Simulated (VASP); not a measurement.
Given:

```
CELL_PARAMETERS angstrom
      0.00000     1.96000     1.96000
      1.96000     0.00000     1.96000
      1.96000     1.96000     0.00000
ATOMIC_POSITIONS crystal
  Pt 0.00000 0.00000 0.00000
```

All values below come from PBE GGA, VASP's PBE PAW potentials (set 64) (plane waves; VASP). Run with 400 eV cut-off, 12×12×12 Γ-centred mesh, first-order Methfessel-Paxton smearing of 0.10 eV, potentials Pt.

Task: Give the stress tensor in GPa (positive for a compressed cell).

Result: 
```
10.10   0.00   0.00
 0.00  10.10   0.00
 0.00   0.00  10.10
```
The pressure is its mean diagonal, 10.10 GPa.

The compound is Pt in the fcc structure. The cell was not relaxed at this level.
